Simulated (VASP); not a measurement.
```
CELL_PARAMETERS angstrom
      4.11112     0.00000     0.00000
      0.00000     4.11112     0.00000
      0.00000     0.00000     4.11112
ATOMIC_POSITIONS crystal
  Cs 0.00000 0.00000 0.00000
  I  0.50000 0.50000 0.50000
```

Computed with PBE GGA, VASP's PBE PAW potentials (set 64) (plane waves; VASP 6.6.1). Run with 500 eV cut-off, 7×7×7 Γ-centred mesh, Gaussian smearing of 0.050 eV, potentials Cs_sv I.

Unless said otherwise, spin-orbit coupling is left out, though it shifts the bands of the heavy elements here.

Task: Estimate the energy per atom (σ→0), pressure, band gap (on the k-mesh) with the smallest direct gap where there is one.

Result: 
```json
{
 "band gap (on the k-mesh)": "3.39 eV",
 "smallest direct gap (on the k-mesh)": "3.39 eV",
 "energy per atom (σ→0)": "-2.377 eV/atom",
 "pressure": "9.99 GPa"
}
```

The absolute energy has meaning only against runs of the same code, potentials and settings.

The compound is CsI in the CsCl type structure. It was relaxed first under an external pressure of 10 GPa.
